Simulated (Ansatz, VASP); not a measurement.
# AlH3: VASP beside Ansatz, part 3 of 3

Wanted: the spread between two codes on one cell, functional and k mesh. The cell is taken from a series of runs on this material, whose earlier steps may have relaxed, scaled, displaced or heated it; both programs get it as it stands.

VASP 6.6.1 and Ansatz 0.2.0.

So far: Set-up; Ansatz: dielectric response, LDA; VASP: dielectric response, LDA.

## 3. VASP: dielectric response, LDA (continued)

Level of this step: LDA; plane waves and PAW (Al, H) (VASP).

Numbers of over 12 decimals in the logs are rounded to 6 here.

From OUTCAR (step 3):

```text
ion  position               nearest neighbor table
   1  0.625  0.125  0.125-   5 1.71   7 1.71  10 1.71  11 1.71  13 1.71  16 1.71   4 3.17   3 3.17
                             2 3.17   2 3.17   3 3.17   4 3.17
   2  0.125  0.625  0.125-   5 1.71   8 1.71   9 1.71  11 1.71  14 1.71  15 1.71   4 3.17   3 3.17
                             1 3.17   3 3.17   4 3.17   1 3.17
   3  0.125  0.125  0.625-   6 1.71   7 1.71   9 1.71  12 1.71  13 1.71  15 1.71   4 3.17   1 3.17
                             2 3.17   4 3.17   2 3.17   1 3.17
   4  0.125  0.125  0.125-   6 1.71   8 1.71  10 1.71  12 1.71  14 1.71  16 1.71   1 3.17   2 3.17
                             3 3.17   3 3.17   2 3.17   1 3.17
   5  0.805  0.805  0.195-   1 1.71   2 1.71
   6  0.195  0.195  0.805-   3 1.71   4 1.71
   7  0.805  0.195  0.805-   1 1.71   3 1.71
   8  0.195  0.805  0.195-   2 1.71   4 1.71
   9  0.195  0.805  0.805-   2 1.71   3 1.71
  10  0.805  0.195  0.195-   1 1.71   4 1.71
  11  0.445  0.445  0.055-   1 1.71   2 1.71
  12  0.055  0.055  0.445-   3 1.71   4 1.71
  13  0.445  0.055  0.445-   1 1.71   3 1.71
  14  0.055  0.445  0.055-   2 1.71   4 1.71
  15  0.055  0.445  0.445-   2 1.71   3 1.71
  16  0.445  0.055  0.055-   1 1.71   4 1.71

  LATTYP: Found a face centered cubic cell.
 ALAT       =     8.9787011000

 Subroutine GETGRP returns: Found 48 space group operations
 (whereof 24 operations were pure point group operations)

The static configuration has the point symmetry T_d .
 The point group associated with its full space group is O_h .

 Found      8 irreducible k-points:

   k-points           NKPTS =      8   k-points in BZ     NKDIM =      8   number of bands    NBANDS=     28

   dimension x,y,z NGX =    42 NGY =   42 NGZ =   42
   dimension x,y,z NGXF=    84 NGYF=   84 NGZF=   84

   ENCUT  =  400.0 eV  29.40 Ry    5.42 a.u.  10.35 10.35 10.35*2*pi/ulx,y,z

   NELECT =      24.0000    total number of electrons

 k-points in reciprocal lattice and weights: Automatic mesh
   0.00000000  0.00000000  0.00000000       0.016
   0.25000000  0.00000000  0.00000000       0.125
   0.50000000  0.00000000  0.00000000       0.062
   0.25000000  0.25000000  0.00000000       0.094
   0.50000000  0.25000000  0.00000000       0.375
  -0.25000000  0.25000000  0.00000000       0.188
   0.50000000  0.50000000  0.00000000       0.047
  -0.25000000  0.50000000  0.25000000       0.094

 average (electrostatic) potential at core
       1 -77.6318       2 -77.6318       3 -77.6318       4 -77.6318       5 -35.2481
       6 -35.2481       7 -35.2481       8 -35.2481       9 -35.2481      10 -35.2481
      11 -35.2481      12 -35.2481      13 -35.2481      14 -35.2481      15 -35.2481
      16 -35.2481

  Total       -0.3049866     -0.3049866     -0.3049866      0.0000000      0.0000000      0.0000000
  in kB       -2.7002928     -2.7002928     -2.7002928      0.0000000      0.0000000      0.0000000
  external PRESSURE =      -2.7002928 kB  Pullay stress =       0.0000000 kB

  energy-cutoff  :      400.00
  volume of cell :      180.96
      direct lattice vectors                 reciprocal lattice vectors
     0.000000000  4.489350550  4.489350550    -0.111374684  0.111374684  0.111374684
     4.489350550  0.000000000  4.489350550     0.111374684 -0.111374684  0.111374684
     4.489350550  4.489350550  0.000000000     0.111374684  0.111374684 -0.111374684

 POSITION                                       TOTAL-FORCE (eV/Angst)
 -----------------------------------------------------------------------------------
      1.12234      3.36701      3.36701         0.000000      0.000000      0.000000
      3.36701      1.12234      3.36701         0.000000      0.000000      0.000000
      3.36701      3.36701      1.12234         0.000000      0.000000      0.000000
      1.12234      1.12234      1.12234         0.000000      0.000000      0.000000
      4.48935      4.48935      7.22867         0.000000      0.000000     -0.082036
      4.48935      4.48935      1.75003         0.000000      0.000000      0.082036
      4.48935      7.22867      4.48935         0.000000     -0.082036      0.000000
      4.48935      1.75003      4.48935         0.000000      0.082036      0.000000
      7.22867      4.48935      4.48935        -0.082036      0.000000      0.000000
      1.75003      4.48935      4.48935         0.082036      0.000000      0.000000
      2.24468      2.24468      3.99471         0.000000      0.000000      0.082036
      2.24468      2.24468      0.49464         0.000000      0.000000     -0.082036
      2.24468      3.99471      2.24468         0.000000      0.082036      0.000000
      2.24468      0.49464      2.24468         0.000000     -0.082036      0.000000
      3.99471      2.24468      2.24468         0.082036      0.000000      0.000000
      0.49464      2.24468      2.24468        -0.082036      0.000000      0.000000
 -----------------------------------------------------------------------------------
    total drift:                                0.000000      0.000000      0.000000

 MACROSCOPIC STATIC DIELECTRIC TENSOR (including local field effects in DFT)
 ------------------------------------------------------
           3.653128     0.000000     0.000000
          -0.000000     3.653128    -0.000000
           0.000000     0.000000     3.653128
 ------------------------------------------------------

 PIEZOELECTRIC TENSOR (including local field effects)  for field in x, y, z        (C/m^2)
          XX          YY          ZZ          XY          YZ          ZX
  --------------------------------------------------------------------------------
  x     0.00000     0.00000    -0.00000     0.00000    -0.00000     0.00000
  y     0.00000     0.00000    -0.00000     0.00000    -0.00000    -0.00000
  z     0.00000    -0.00000     0.00000    -0.00000     0.00000     0.00000

 BORN EFFECTIVE CHARGES (including local field effects) (in |e|, cummulative output)
 ---------------------------------------------------------------------------------
 ion    1
    1     2.50364    -0.37244    -0.37244
    2    -0.37244     2.50364     0.37244
    3    -0.37244     0.37244     2.50364
 ion    2
    1     2.50364    -0.37244     0.37244
    2    -0.37244     2.50364    -0.37244
    3     0.37244    -0.37244     2.50364
 ion    3
    1     2.50364     0.37244    -0.37244
    2     0.37244     2.50364    -0.37244
    3    -0.37244    -0.37244     2.50364
 ion    4
    1     2.50364     0.37244     0.37244
    2     0.37244     2.50364     0.37244
    3     0.37244     0.37244     2.50364
 ion    5
    1    -0.96547     0.46944    -0.00000
    2     0.46944    -0.96547    -0.00000
    3    -0.00000     0.00000    -0.57270
 ion    6
    1    -0.96547    -0.46944     0.00000
    2    -0.46944    -0.96547    -0.00000
    3     0.00000     0.00000    -0.57270
 ion    7
    1    -0.96547    -0.00000     0.46944
    2     0.00000    -0.57270    -0.00000
    3     0.46944     0.00000    -0.96547
 ion    8
    1    -0.96547    -0.00000    -0.46944
    2     0.00000    -0.57270    -0.00000
    3    -0.46944    -0.00000    -0.96547
 ion    9
    1    -0.57270     0.00000    -0.00000
    2     0.00000    -0.96547     0.46944
    3     0.00000     0.46944    -0.96547
 ion   10
    1    -0.57270     0.00000    -0.00000
    2    -0.00000    -0.96547    -0.46944
    3     0.00000    -0.46944    -0.96547
 ion   11
    1    -0.96547     0.46944     0.00000
    2     0.46944    -0.96547    -0.00000
    3    -0.00000     0.00000    -0.57270
 ion   12
    1    -0.96547    -0.46944     0.00000
    2    -0.46944    -0.96547    -0.00000
    3     0.00000     0.00000    -0.57270
 ion   13
    1    -0.96547    -0.00000     0.46944
    2     0.00000    -0.57270    -0.00000
    3     0.46944    -0.00000    -0.96547
 ion   14
    1    -0.96547    -0.00000    -0.46944
[...]
2    -0.00000    -0.96547    -0.46944
    3     0.00000    -0.46944    -0.96547
```

## 4. Differences

Known differences besides the potentials themselves: the two LDA forms differ slightly; fixed occupations in Ansatz, narrow Gaussian smearing in VASP; VASP's response is taken on the typed mesh, Ansatz refines its own for the field response alone; the cutoff is 420 eV in Ansatz and 400 eV in VASP; VASP's log shows a relativistic correction to its local exchange, Ansatz's none. Total energies have different zeros and are not compared.

The two programs side by side:

```csv
quantity,Ansatz,VASP,difference
ε∞ xx,3.67,3.65,+0.37 %
ε∞ yy,3.67,3.65,+0.37 %
ε∞ zz,3.67,3.65,+0.37 %
Born charge of Al1 (mean of the diagonal) (e),2.52,2.50,+0.01
Born charge of H5 (mean of the diagonal) (e),-0.84,-0.83,0.00
```

## 5. Results

| Property | Result |
| --- | --- |
| difference in ε∞ xx (dielectric response, LDA) | 0.37 % |

**Reading.** The difference in ε∞ xx is 0.37 % (dielectric response, LDA), within the 5 % picked in this series as the mark of a large difference. How closely two codes agree says nothing of how well the functional describes the real material.

[Lines on the potential files, build, host, timing and source positions are cut from VASP's logs without a mark.]

[Logs are printed without paths, hosts, clocks, repeated set-up lines and the standing remarks that a program may print on its own settings, such as how far it seeks lower states.]

[Hosts, paths, dates, database ids (printed as entryN), source tags and the programs' standing remarks are cut or masked in the printed files.]
